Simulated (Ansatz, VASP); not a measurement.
# Sn: VASP beside Ansatz, part 2 of 2

Aim: how closely do two programs agree when they are given the same cell, functional and k mesh? Of the first pair: The cell is taken from a series of runs on this material, whose earlier steps may have relaxed, scaled, displaced or heated it; both programs get it as it stands.

VASP 6.6.1 and Ansatz 0.2.0.

So far: The starting structure; VASP: relaxation of cell and atoms, PBE with D4; Ansatz: relaxation of cell and atoms, PBE with D4; Side by side; VASP: relaxation of cell and atoms, RPBE.

## 6. Ansatz: relaxation of cell and atoms, RPBE

Level of this step: Ansatz beside VASP: Kohn-Sham DFT, plane waves, RPBE (Ansatz).

Its own start cell and the same functional, mesh and smearing now go to Ansatz, which takes its cutoff from its data sets.

The two relaxations start from unlike cells of this crystal, so only their ends are compared.

input.yaml reads:

```yaml
crystal:
  lattice:
    - [-2.91615, 2.91615, 1.59115]
    - [2.91615, -2.91615, 1.59115]
    - [2.91615, 2.91615, -1.59115]
  atoms:
    - { symbol: Sn, position: [0.0, 0.0, 0.0] }
    - { symbol: Sn, position: [0.75, 0.25, 0.5] }
kpoints:
  mp_grid: { grid: [12, 12, 12] }
scf:
  occupations: { method: fermi_dirac, width: 0.05 }
hamiltonian:
  xc: rpbe
  pseudopotentials: { kind: paw }
relax:
  f_tol: 0.01
  max_steps: 60
  cell: { stress_tol: 0.02 }
output:
  forces: true
  stress: true
```

Command:

```console
> ansatz run input.yaml --threads 4 --pin off --max-ram 8192MiB --backend cpu --events-out ev --progress --plain --runs-dir out
```

Numbers of over 12 decimals in the logs are rounded to 6 here.

Output:

```text
[...]
Crystal: 2 atoms, lattice volume = 54.124 Å³
Basis set: ecut = 420 eV, 1061 PW (Γ), exchange–correlation on 60×60×60 points (8 copies of the dense FFT grid, shifted against one another)
Bands: 18, of which v1, the nominal top of the filled ones, is band 14 counted from 1 (13 counted from 0)
Symmetry: 16 space group operations
[...]
k-points: 163 of 1728
[...]
0.000000      -0.013622       0.000000
        0.000000       0.000000      -0.017426
  P = ⅓ Tr σ = -0.0149 GPa (-0.149 kbar)
--- Relaxed structure (4 steps of the walk, 4 accepted, 1 SCFs on fresh bases) ---
[...]
cell:  # Å, volume = 58.5498 Å³
    - [-2.994961, 2.994961, 1.631862]
    - [2.994961, -2.994961, 1.631862]
    - [2.994961, 2.994961, -1.631862]
  atoms:
    - { symbol: Sn, position: [0, 0, 0] }
    - { symbol: Sn, position: [0.75, 0.250000, 0.5] }
[key lines of the parts left out:]
SCF converged after 7 iterations
Free energy (F): -12065.444555 eV
Fermi energy:    9.759129 eV
```

## 7. Comparison

What differs besides the data sets and the points named for the pairs above, as far as they apply: Ansatz makes its cores anew for this functional, VASP keeps those of its PBE data sets. Total energies have different zeros and are not compared.

Compared:

```tsv
quantity	Ansatz	VASP	difference
volume (Å³)	58.55	58.48	+0.12 %
edge a after relaxation, in the typed setting (Å)	4.539	4.538	+0.02 %
```

## 8. VASP: relaxation of cell and atoms, r2SCAN with rVV10

The relaxed volume is the usual yardstick between codes: in a stiff, nearly cubic crystal its relative difference is about their pressure difference at one cell divided by the bulk modulus.

INCAR reads:

```
SYSTEM = Sn
PREC = Accurate
ENCUT = 550
EDIFF = 1E-07
NELM = 120
ISMEAR = -1
SIGMA = 0.05
LREAL = .FALSE.
ALGO = Normal
METAGGA = R2SCAN
LUSE_VDW = .TRUE.
IVDW_NL = 2
BPARAM = 11.95
CPARAM = 0.0093
LASPH = .TRUE.
NBANDS = 20
LORBIT = 11
LWAVE = .FALSE.
LCHARG = .FALSE.
ISIF = 3
IBRION = 2
NSW = 80
EDIFFG = -0.005
GGA_COMPAT = .FALSE.
NELMIN = 4
LMIXTAU = .TRUE.
KPAR = 2
```

POSCAR reads:

```
Sn
1.0
   -2.9161500000      2.9161500000      1.5911500000
    2.9161500000     -2.9161500000      1.5911500000
    2.9161500000      2.9161500000     -1.5911500000
Sn
2
Direct
    0.0000000000      0.0000000000      0.0000000000
    0.7500000000      0.2500000000      0.5000000000
```

KPOINTS reads:

```
Automatic mesh
0
Gamma
12 12 12
0 0 0
```

PAW data sets: Sn_d (PBE family, release 64).

Command:

```console
> mpirun -np 2 vasp_std
```

Output:

```text
[banner, memory and clock lines left out]
running    2 mpi-ranks, on    1 nodes
[...]
|                                                                             |
|               ----> ADVICE to this user running VASP <----                  |
|                                                                             |
|     You have switched on vdW-DFT.                                           |
|     This routine was written and supplied by Jiri Klimes. We recommend      |
|     that you carefully read and cite the following publications:            |
|       J. Klimes, D.R. Bowler, A. Michelides                                 |
|          J. Phys.: Cond Matt. 22 022201 (2010)                              |
|       J. Klimes, D.R. Bowler, A. Michelides                                 |
|          Phys. Rev. B. 83, 195131 (2011)                                    |
|     and references therein.                                                 |
|                                                                             |

[...]
Total rVV10 correction in eV:      0.7040575    29.2755571
DAV:  15    -0.485427789988E+02   -0.96424E-05   -0.17762E-05  6896   0.559E-02    0.430E-03
[...]
DAV:  12    -0.485430147031E+02   -0.11956E-06   -0.36539E-09  3472   0.850E-04    0.928E-05
Total rVV10 correction in eV:      0.7055151    29.2755567
Total rVV10 correction in eV:      0.7055151    29.2755567
DAV:  13    -0.485430153480E+02   -0.64488E-06   -0.41191E-09  3448   0.986E-04    0.402E-05
Total rVV10 correction in eV:      0.7055151    29.2755567
Total rVV10 correction in eV:      0.7055151    29.2755567
DAV:  14    -0.485430153408E+02    0.72246E-08   -0.65573E-10  3416   0.358E-04
Total rVV10 correction in eV:      0.7055152    29.2755567
Total rVV10 correction in eV:      0.7055152    29.2755567
Total rVV10 correction in eV:      0.7055151    29.2755567
Total rVV10 correction in eV:      0.7055151    29.2755567
   2 F= -.48543015E+02 E0= -.48539580E+02  d E =-.231403E-03
[... from here on, the cycles between the ionic steps are left out ...]
   3 F= -.48543025E+02 E0= -.48539589E+02  d E =-.240574E-03
   4 F= -.48543063E+02 E0= -.48539647E+02  d E =-.386870E-04
   5 F= -.48543067E+02 E0= -.48539658E+02  d E =-.420290E-04
[...]
reached required accuracy - stopping structural energy minimisation
```

From OUTCAR (step 8):

```text
  Total       -0.0000672     -0.0000672     -0.0000124      0.0000000     -0.0000000      0.0000000
  in kB       -0.0019828     -0.0019828     -0.0003667      0.0000000     -0.0000000      0.0000000
  external PRESSURE =      -0.0014441 kB  Pullay stress =       0.0000000 kB

 POSITION                                       TOTAL-FORCE (eV/Angst)
 -----------------------------------------------------------------------------------
      0.00000     -0.00000      0.00000         0.000000     -0.000000      0.000000
     -0.00000      2.92360      0.79412        -0.000000      0.000000     -0.000000
 -----------------------------------------------------------------------------------
    total drift:                               -0.000000      0.000000     -0.000000

  FREE ENERGIE OF THE ION-ELECTRON SYSTEM (eV)
  ---------------------------------------------------
  free  energy   TOTEN  =       -48.5430665401 eV

  energy  without entropy=      -48.5362486456  energy(sigma->0) =      -48.53965759

[... 2 parts as in an earlier step ...]

[... 2 further parts left out ...]
[key lines of the parts left out:]
E-fermi :   7.8879
```

## 9. Ansatz: relaxation of cell and atoms, r2SCAN with rVV10

The same cell, functional, mesh and smearing now go to Ansatz, which takes its cutoff from its data sets.

The cell is taken from a series of runs on this material, whose earlier steps may have relaxed, scaled, displaced or heated it; both programs get it as it stands.

Changes to input.yaml since step 6:

```diff
@@ -13,4 +13,5 @@
 hamiltonian:
-  xc: rpbe
+  xc: r2scan
   pseudopotentials: { kind: paw }
+  dispersion: rvv10
 relax:
```

Command:

```console
> ansatz run input.yaml --threads 4 --pin off --max-ram 8192MiB --backend cpu --events-out ev --progress --plain --runs-dir out
```

Output:

```text
[...]
Crystal: 2 atoms, lattice volume = 54.124 Å³
Basis set: ecut = 500 eV, 1365 PW (Γ), exchange–correlation on 160×160×160 points (64 copies of the dense FFT grid, shifted against one another)
Bands: 18, of which v1, the nominal top of the filled ones, is band 14 counted from 1 (13 counted from 0)
Symmetry: 16 space group operations
[...]
k-points: 163 of 1728
[...]
-0.000000      -0.003987       0.000000
       -0.000000      -0.000000      -0.006762
  P = ⅓ Tr σ = -0.0049 GPa (-0.049 kbar)
--- Relaxed structure (3 steps of the walk, 3 accepted, 1 SCFs on fresh bases) ---
[...]
cell:  # Å, volume = 54.2176 Å³
    - [-2.922212, 2.922212, 1.587291]
    - [2.922212, -2.922212, 1.587291]
    - [2.922212, 2.922212, -1.587291]
  atoms:
    - { symbol: Sn, position: [0, 0, 0] }
    - { symbol: Sn, position: [0.75, 0.25, 0.5] }
[key lines of the parts left out:]
SCF converged after 6 iterations
Free energy (F): -12073.229927 eV
Fermi energy:    10.669348 eV
```

## 10. Comparison

What differs besides the data sets and the points named for the pairs above, as far as they apply: VASP keeps PBE cores, Ansatz makes them for the functional; the cutoff is 500 eV in Ansatz and 550 eV in VASP. Total energies have different zeros and are not compared.

Compared:

```tsv
quantity	Ansatz	VASP	difference
volume (Å³)	54.22	54.30	-0.16 %
edge a after relaxation, in the typed setting (Å)	4.427	4.429	-0.05 %
```

## 11. Outcome

| Quantity | Value |
| --- | --- |
| difference in volume (relaxation of cell and atoms, PBE with D4) | 0.068 % |
| difference in volume (relaxation of cell and atoms, RPBE) | 0.12 % |
| difference in volume (relaxation of cell and atoms, r2SCAN with rVV10) | -0.16 % |

In words: The difference in volume is -0.16 % (relaxation of cell and atoms, r2SCAN with rVV10), within the 1.2 % picked in this series as the mark of a large difference, as far as the stopping tolerances let one tell. Such differences can come from data sets, numerical settings and the points named under the comparisons, not from the functional's error against experiment.

[Lines on the potential files, build, host, timing and source positions are cut from VASP's logs without a mark.]

[Logs are printed without paths, hosts, clocks, repeated set-up lines and the standing remarks that a program may print on its own settings, such as how far it seeks lower states.]

[Hosts, paths, dates, database ids (printed as entryN), source tags and the programs' standing remarks are cut or masked in the printed files.]
